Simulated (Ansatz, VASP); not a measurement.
**Two plane-wave programs on AlFe3B**

```
CELL_PARAMETERS angstrom
3.77066 0.00000 0.00000
0.00000 3.77066 0.00000
0.00000 0.00000 3.77066
ATOMIC_POSITIONS crystal
Fe 0.00000 0.00000 0.50000
Fe 0.00000 0.50000 0.00000
Fe 0.50000 0.00000 0.00000
Al 0.50000 0.50000 0.50000
B 0.00000 0.00000 0.00000
```

Change from the starting cell: volume scaled by 0.96.

Alike in both runs: task single point; functional PBEsol; k mesh 7 × 7 × 7; occupations fermi-dirac, width 0.05 eV; collinear spin, ferromagnetic start.

|  | VASP | Ansatz |
| --- | --- | --- |
| version | VASP 6.6.1 | Ansatz 0.2.0 |
| potentials or method | VASP PAW PBE potentials, release 64 (Fe, Al, B) | Ansatz PAW |
| plane-wave cutoff (eV) | 520 | 420 |
| valence electrons in the cell | 30 | 54 |

VASP gave:

```
gap on the k mesh at the Fermi level (eV)                     : none
pressure (GPa)                                                : 1.0
net moment per atom (μB)                                      : 0.81
size of the moment on the site where the two differ most (μB) : 1.44
```

**Question.** Estimate Ansatz's values.

**Answer.** gap on the k mesh at the Fermi level (eV): none; pressure (GPa): 0.3; net moment per atom (μB): 0.81; size of the moment on the site where the two differ most (μB): 1.34.

Site moments also hang on the region over which each program counts them. A gap of «none» marks a metal or a gap that the smearing closes. With one functional, cell and mesh, what is left measures potentials, basis and numerics. The two sets of potentials don't hold the same shells in valence.

Caveats: the PAW data sets were made with another functional, which shifts forces and pressure a little (VASP); the PAW data sets come from PBE, with cores solved anew for the run's functional, which leaves a small shift of forces and pressure (Ansatz).
